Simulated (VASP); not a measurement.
These are PBE GGA + U (Dudarev), VASP's PBE PAW potentials (set 64) (plane waves; VASP) values and carry that method's errors.

Input for VASP

INCAR:
```
SYSTEM=CuAu
PREC=Accurate; ENCUT=400; LREAL=F
LASPH=T
EDIFF=1E-6; NELM=100; ALGO=Normal
LMAXMIX=6
ISMEAR=1; SIGMA=0.1
GGA=PE
LDAUL=2 -1
LDAUU=1.0 0
LDAUJ=0 0
LDAU=T; LDAUTYPE=2; LDAUPRINT=1
ISIF=2
LWAVE=F; LCHARG=F; LORBIT=10
```

POSCAR:
```
CuAu
7.3457780
  0.3841165633   0.0000000000   0.0000000000
  0.0000000000   0.3829278533   0.0000000000
  0.0000000000   0.0000000000   0.5000000000
Cu Au
1 1
direct
  0.0000000000   0.0000000000   0.0000000000
  0.5176750000   0.5000000000   0.5000000000
```

**KPOINTS**
```
kpoints
0
Gamma
  12 12 9
0 0 0
```

POTCAR, in this order: Cu Au (PBE.64 set). Program: vasp_std.

The resulting files:

**OUTCAR**
```
 ion  position               nearest neighbor table
   1  0.000  0.000  0.000-   2 2.68   2 2.68   2 2.68   2 2.68   2 2.74   2 2.74   2 2.74   2 2.74
  LATTYP: Found a simple orthorhombic cell.
 ALAT       =     2.8129030000
 B/A-ratio  =     1.0031042663
 C/A-ratio  =     1.3057289924
 Subroutine PRICEL returns:
 Original cell was already a primitive cell.
 Subroutine GETGRP returns: Found  4 space group operations
The static configuration has the point symmetry C_2v.
The dynamic configuration has the point symmetry C_2v.
 Subroutine INISYM returns: Found  4 space group operations
 Subroutine IBZKPT returns following result:
 Found    245 irreducible k-points:

 Following reciprocal coordinates:
            Coordinates               Weight
  0.000000  0.000000  0.000000      1.000000
  0.083333  0.000000  0.000000      2.000000
  0.166667  0.000000  0.000000      2.000000
  0.250000  0.000000  0.000000      2.000000
  0.333333  0.000000  0.000000      2.000000
  0.416667  0.000000  0.000000      2.000000
  0.500000  0.000000  0.000000      1.000000
  0.000000  0.083333  0.000000      2.000000
  0.083333  0.083333  0.000000      4.000000
  0.166667  0.083333  0.000000      4.000000
  0.250000  0.083333  0.000000      4.000000
  0.333333  0.083333  0.000000      4.000000
  0.416667  0.083333  0.000000      4.000000
  0.500000  0.083333  0.000000      2.000000
  0.000000  0.166667  0.000000      2.000000
  0.083333  0.166667  0.000000      4.000000
  0.166667  0.166667  0.000000      4.000000
  0.250000  0.166667  0.000000      4.000000
  0.333333  0.166667  0.000000      4.000000
  0.416667  0.166667  0.000000      4.000000
  0.500000  0.166667  0.000000      2.000000
  0.000000  0.250000  0.000000      2.000000
  0.083333  0.250000  0.000000      4.000000
  0.166667  0.250000  0.000000      4.000000
  0.250000  0.250000  0.000000      4.000000
  0.333333  0.250000  0.000000      4.000000
  0.416667  0.250000  0.000000      4.000000
  0.500000  0.250000  0.000000      2.000000
  0.000000  0.333333  0.000000      2.000000
  0.083333  0.333333  0.000000      4.000000
  0.166667  0.333333  0.000000      4.000000
  0.250000  0.333333  0.000000      4.000000
  0.333333  0.333333  0.000000      4.000000
  0.416667  0.333333  0.000000      4.000000
  0.500000  0.333333  0.000000      2.000000
  0.000000  0.416667  0.000000      2.000000
  0.083333  0.416667  0.000000      4.000000
  0.166667  0.416667  0.000000      4.000000
  0.250000  0.416667  0.000000      4.000000
  0.333333  0.416667  0.000000      4.000000
   k-points           NKPTS =    245   k-points in BZ     NKDIM =    245   number of bands    NBANDS=     15
   number of dos      NEDOS =    301   number of ions     NIONS =      2
   total plane-waves  NPLWV =   7776
   dimension x,y,z NGX =    18 NGY =   18 NGZ =   24
   dimension x,y,z NGXF=    36 NGYF=   36 NGZF=   48
   ions per type =               1   1
   PREC   = accura    normal or accurate (medium, high low for compatibility)
   ISTART =      0    job   : 0-new  1-cont  2-samecut
   ICHARG =      2    charge: 1-file 2-atom 10-const
   ISPIN  =      1    spin polarized calculation?
   LNONCOLLINEAR =      F non collinear calculations
   LSORBIT =      F    spin-orbit coupling
   INIWAV =      1    electr: 0-lowe 1-rand  2-diag
   ENCUT  =  400.0 eV  29.40 Ry    5.42 a.u.   4.60  4.59  5.99*2*pi/ulx,y,z
   NELM   =    100;   NELMIN=  2; NELMDL= -5     # of ELM steps
   EDIFF  = 0.1E-05   stopping-criterion for ELM
   LREAL  =      F    real-space projection
   NLSPLINE    = F    spline interpolate recip. space projectors
...
```

OSZICAR:
```
       N       E                     dE             d eps       ncg     rms          rms(c)
DAV:   1     0.115486873331E+03    0.11549E+03   -0.98221E+03  7700   0.174E+03
DAV:   2    -0.378214750076E+01   -0.11927E+03   -0.11330E+03  7504   0.299E+02
DAV:   3    -0.753147545503E+01   -0.37493E+01   -0.37149E+01  9262   0.638E+01
DAV:   4    -0.757056353925E+01   -0.39088E-01   -0.39061E-01  8224   0.554E+00
DAV:   5    -0.757174902957E+01   -0.11855E-02   -0.11855E-02 11187   0.108E+00    0.106E+01
DAV:   6    -0.692009467837E+01    0.65165E+00   -0.51870E+00  7598   0.643E+01    0.503E+00
DAV:   7    -0.679610946744E+01    0.12399E+00   -0.21489E+00  9224   0.701E+01    0.583E+00
DAV:   8    -0.670728456899E+01    0.88825E-01   -0.30385E-01  8843   0.177E+01    0.282E+00
DAV:   9    -0.670162268642E+01    0.56619E-02   -0.18490E-02 11277   0.244E+00    0.242E-01
DAV:  10    -0.670108256485E+01    0.54012E-03   -0.41048E-03  9476   0.105E+00    0.103E-01
DAV:  11    -0.670106611436E+01    0.16450E-04   -0.11381E-04 11459   0.231E-01    0.224E-02
DAV:  12    -0.670106241721E+01    0.36972E-05   -0.10467E-05  9439   0.428E-02    0.354E-03
DAV:  13    -0.670106216807E+01    0.24914E-06   -0.48281E-07  5005   0.263E-02
   1 F= -.67010622E+01 E0= -.67009785E+01  d E =-.250986E-03
```

OUTCAR:
```
------------------------ aborting loop because EDIFF is reached ----------------------------------------
  FORCE on cell =-STRESS in cart. coord.  units (eV):
  Direction    XX          YY          ZZ          XY          YZ          ZX
  --------------------------------------------------------------------------------------
  Total        0.7886365      0.8013021      0.5436226      0.0000000      0.0000000      0.0000000
  in kB       43.3435077     44.0396084     29.8775289      0.0000000      0.0000000      0.0000000
  external PRESSURE =      39.0868817 kB  Pullay stress =       0.0000000 kB
  volume of cell :       29.15
      direct lattice vectors                 reciprocal lattice vectors
     2.821635000  0.000000000  0.000000000     0.354404450  0.000000000  0.000000000
     0.000000000  2.812903000  0.000000000     0.000000000  0.355504616  0.000000000
     0.000000000  0.000000000  3.672889000     0.000000000  0.000000000  0.272265239
 POSITION                                       TOTAL-FORCE (eV/Angst)
 -----------------------------------------------------------------------------------
      0.00000      0.00000      0.00000         0.174908      0.000000      0.000000
      1.46069      1.40645      1.83644        -0.174908      0.000000      0.000000
 -----------------------------------------------------------------------------------
    total drift:                                0.000242      0.000000      0.000001
  FREE ENERGIE OF THE ION-ELECTRON SYSTEM (eV)
  ---------------------------------------------------
  free  energy   TOTEN  =        -6.7010621681 eV

  energy  without entropy=       -6.7008111820  energy(sigma->0) =       -6.70097851

 total charge

# of ion       s       p       d       tot
------------------------------------------
    1        0.375   0.310   9.258   9.943
    2        0.611   0.416   8.701   9.728
--------------------------------------------------
tot          0.985   0.726  17.959  19.670
```
(Selected blocks of OUTCAR.)

The compound is CuAu in the L1_0 structure. The cell was not relaxed at this level, atoms are displaced from their ideal sites. The run is one of a series of settings (LDAU = .TRUE., LDAUJ = 0 0, LDAUL = 2 -1, LDAUTYPE = 2, LDAUU = 1.0 0 against the base run), some of them coarse on purpose.
